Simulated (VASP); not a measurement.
Given:

```yaml
crystal:
  lattice:
    - [0.00000, 2.92769, 2.92769]
    - [2.92769, 0.00000, 2.92769]
    - [2.92769, 2.92769, 0.00000]
  atoms:
    - { symbol: Ga, position: [0.00000, 0.00000, 0.00000] }
    - { symbol: As, position: [0.25000, 0.25000, 0.25000] }
```

Method: optB88-vdW, VASP's PBE PAW potentials (set 64) (plane waves; VASP 6.6.1). Numerical set-up: 520 eV cut-off, 11×11×11 Γ-centred mesh, first-order Methfessel-Paxton smearing of 0.10 eV, potentials Ga_d As.

What does the run give for the energy per atom (σ→0), pressure, band gap (on the k-mesh) with the smallest direct gap where there is one?

| Quantity | Result |
|---|---|
| band gap (on the k-mesh) | none (metal, semimetal or under 0.01 eV) |
| energy per atom (σ→0) | -1.586 eV/atom |
| pressure | -30.9 kbar |

Only differences to runs with the same potentials and settings are physical.

The compound is GaAs in the zinc blende structure. This cell is one point of a volume scan, at 1.06 of the reference volume.
